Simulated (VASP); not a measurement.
Si:

```
Si
1.0
     0.00000    2.71356    2.71356
     2.71356    0.00000    2.71356
     2.71356    2.71356    0.00000
Si
2
Direct
  0.75000 0.75000 0.75000
  0.50000 0.50000 0.50000
```

| Property | Result |
| --- | --- |
| Program | VASP 6.6.1 |
| Task | relaxation of cell and atoms |
| Functional | PBE |
| Potentials or basis | VASP PAW PBE potentials, release 64 (Si) |
| Cutoff | 520 eV |
| k mesh | 10 × 10 × 10 |
| Occupations | gaussian, width 0.02 eV |
| Spin | no spin polarisation |

At the start: pressure 2.1 GPa; volume 19.98 Å³/atom.

How do energy, volume and symmetry change on relaxing?

Over 3 steps the energy falls by 3.0 meV/atom and the volume is 20.44 Å³/atom (+2.3 %); space group Fd-3m (No. 227, to 0.05 Å).

The path:
```csv
step,energy change (eV),largest force (eV/Å),pressure (GPa),volume (Å³)
1,0.0000,0.0000,2.13,39.96
2,-0.0033,0.0000,-1.33,41.52
3,-0.0060,0.0000,0.00,40.88
```

Final structure:
```yaml
crystal:
  lattice:
    - [0.00000, 2.73424, 2.73424]
    - [2.73424, 0.00000, 2.73424]
    - [2.73424, 2.73424, 0.00000]
  atoms:
    - { symbol: Si, position: [0.75000, 0.75000, 0.75000] }
    - { symbol: Si, position: [0.50000, 0.50000, 0.50000] }
```
